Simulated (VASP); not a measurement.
Data:

```
Mg
1.0
    1.59153    -2.70053     0.00000
    1.59153     2.70053     0.00000
    0.00000     0.00000     5.12082
Mg
2
Direct
  0.33333   0.66667   0.25000
  0.69185   0.35852   0.75000
```

All values below come from PBE GGA, VASP's PBE PAW potentials (set 64) (plane waves; VASP 6.6.1). Settings: 400 eV cut-off, KSPACING 0.4 per Å, first-order Methfessel-Paxton smearing of 0.10 eV, potentials Mg.

Q: Which forces act on the atoms, in eV/Å?

A: 
| atom | Fx | Fy | Fz |
|---|---|---|---|
| Mg1 | 0.062 | 0.021 | 0.000 |
| Mg2 | -0.062 | -0.021 | 0.000 |

Q: Give the stress tensor in GPa (positive for a compressed cell).

A: 
```
 1.49  -0.40   0.00
-0.40   1.38   0.00
 0.00   0.00   1.89
```
The pressure is its mean diagonal, 1.59 GPa.

The compound is Mg in the hcp structure. The cell was not relaxed at this level, atoms are displaced from their ideal sites. The run is one of a series of settings (KGAMMA = .TRUE., KSPACING = 0.4, KPOINTS file removed against the base run), some of them coarse on purpose.
